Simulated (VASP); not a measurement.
Energy against volume of Ni₃Fe (L1_2). Level of theory: r2SCAN+rVV10, VASP's PBE PAW potentials (set 64) (plane waves; VASP 6.6.1). Run with 520 eV cut-off, 9×9×9 Γ-centred mesh, first-order Methfessel-Paxton smearing of 0.10 eV, potentials Fe Ni.

```csv
V (Å³/atom),E (eV/atom)
10.109,-12.41740
10.431,-12.44036
10.754,-12.44763
11.077,-12.44148
```

Question: Fit these four points and predict the energy of the run at 11.399 Å³/atom.

Answer: A cubic in V^(−2/3), the third-order Birch-Murnaghan form, passes through the four points with V0 = 10.76 Å³/atom and B0 = 221 GPa, and gives -12.4240 eV/atom there. The run gave -12.4241 eV/atom, -0.1 meV/atom from the fit; all five points give B0 = 220 GPa.

The compound is Ni3Fe in the L1_2 structure. It was relaxed first.
